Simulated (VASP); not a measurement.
Crystal: PtBr2.

```
Pt Br
1.0
     2.02759    1.17063    6.13018
    -2.02759    1.17063    6.13018
     0.00000   -2.34126    6.13018
Pt Br
1 2
Direct
  0.00000 0.00000 0.00000
  0.25200 0.25200 0.25200
  0.74800 0.74800 0.74800
```

The cell was built by a generator and needn't be a form met in nature.

Base run:

```yaml
Program: VASP 6.6.1
Functional: LDA
Potentials_or_basis: VASP PAW LDA potentials, release 64 (Pt, Br)
Cutoff: 520 eV
k_mesh: 6 × 6 × 6
Occupations: gaussian, width 0.05 eV
Spin: collinear spin, ferromagnetic start
Starting_moments: "[0.5, 0.0, 0.0] μB"
Hubbard_terms: Pt d U = 4 eV
```

Its results: pressure -8.6 GPa; site moments Pt +1.31; Br +0.26 μB; largest force 1.138 eV/Å.

After a change of settings the same cell gave: pressure -10.1 GPa; site moments Pt +0.74; Br +0.10 μB; largest force 1.241 eV/Å. Which change was it?
A. hubbard terms from Pt d U = 4 eV to none; further incar settings from ALGO = Normal; EDIFF = 1e-06 to ALGO = Normal; EDIFF = 1e-06; NBANDS = 23
B. spin from collinear spin, ferromagnetic start to collinear spin, random start; further incar settings from ALGO = Normal; EDIFF = 1e-06 to ALGO = Fast; EDIFF = 1e-07
C. hubbard terms from Pt d U = 4 eV to none
D. further incar settings from ALGO = Normal; EDIFF = 1e-06 to ALGO = Fast; EDIFF = 1e-06; NBANDS = 23; fixed moment from none to 1 μB

D.

Caveats: forces of over 1 eV/Å show positions far from the minimum, so gaps and moduli don't describe the material at rest; the total moment is fixed, so each spin has its own Fermi level (some runs).
